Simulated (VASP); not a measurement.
An input for Ansatz (written as the equivalent of a VASP run, and not itself run):

Ansatz 0.2 input:
```yaml
crystal:
  lattice:
    - [3.1836549, 0.0000000, 0.0000000]
    - [0.0000000, 3.1836549, 0.0000000]
    - [0.0000000, 0.0000000, 3.1836549]
  atoms:
    - { symbol: In, position: [0.5000000, 0.5000000, 0.5000000] }
    - { symbol: Pd, position: [0.0000000, 0.0000000, 0.0000000] }
kpoints:
  mp_grid: { grid: [11, 11, 11] }
hamiltonian:
  xc: pbesol
  pseudopotentials: { kind: paw }
scf:
  occupations: { method: methfessel_paxton, width: 0.1 }
  max_iter: 100
output: { forces: true, stress: true, eigenvalues: true }
```

Q: Translate this input to VASP (INCAR, KPOINTS, POSCAR, choice of POTCAR).

A: Several could match; the one computed here: 
**POSCAR**
```
PdIn
1
    3.1836548533     0.0000000000     0.0000000000
    0.0000000000     3.1836548533     0.0000000000
    0.0000000000     0.0000000000     3.1836548533
In Pd
1 1
Direct
  0.5000000000   0.5000000000   0.5000000000
  0.0000000000   0.0000000000   0.0000000000
```

File KPOINTS:
```
Automatic mesh
0
Gamma
 11 11 11
```

### INCAR
```
! general
SYSTEM  = PdIn
PREC    = Accurate
ENCUT   = 520
LREAL   = .FALSE.
LASPH   = .TRUE.

! electronic loop
EDIFF   = 1E-7
NELM    = 100
ALGO    = Normal
LMAXMIX = 4

! smearing
ISMEAR  = 1
SIGMA   = 0.1

! functional
GGA     = PS

! ions
ISIF    = 2

! output
LWAVE   = .FALSE.
LCHARG  = .FALSE.
```

POTCAR, in this order: In_d Pd (PBE.64 set). Program: vasp_std.

What does not carry over: each code has its own PAW files, so the cut-off isn't converted (ENCUT is set for VASP's; basis.ecutwfc is left out, and Ansatz then takes the one that its files recommend); Ansatz stops its SCF on the density residual and VASP on the energy change (EDIFF).

The compound is PdIn in the CsCl type structure. This cell is one point of a volume scan, at 0.94 of the reference volume.
